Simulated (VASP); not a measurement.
```xyz
2
Lattice="1.7700 -3.0657 0.0000 1.7700 3.0657 0.0000 0.0000 0.0000 5.5500" Properties=species:S:1:pos:R:3 pbc="T T T"
Tm     1.7700     1.0219     1.3875
Tm     1.7700    -1.0219     4.1625
```

Method: PBE GGA with D4 dispersion, VASP's PBE PAW potentials (set 64) (plane waves; VASP). Settings: 520 eV cut-off, 11×11×6 Γ-centred mesh, first-order Methfessel-Paxton smearing of 0.10 eV, potentials Tm_3.

The 4f electrons are frozen in the core of the lanthanide potential, so 4f levels, which can set the real gap, and their magnetism are missing.

Task: The ions, cell shape and volume are relaxed. What does this cell relax into?

Result: 
```xyz
2
Lattice="1.7682 -3.0626 0.0000 1.7682 3.0626 0.0000 0.0000 0.0000 5.4745" Properties=species:S:1:pos:R:3 pbc="T T T"
Tm     1.7682     1.0209     1.3686
Tm     1.7682    -1.0209     4.1058
```
Space group P6_3/mmc (194), at a tolerance of 0.03 Å.

Task: How do energy and volume change from the first to the last step?

Result: The energy (σ→0) changes by -1.5 meV/atom and the volume by -1.6 %, in 6 ionic steps.

The compound is Tm in the hcp structure. This run relaxes it. Symmetry was kept, so distortions that lower it aren't found.
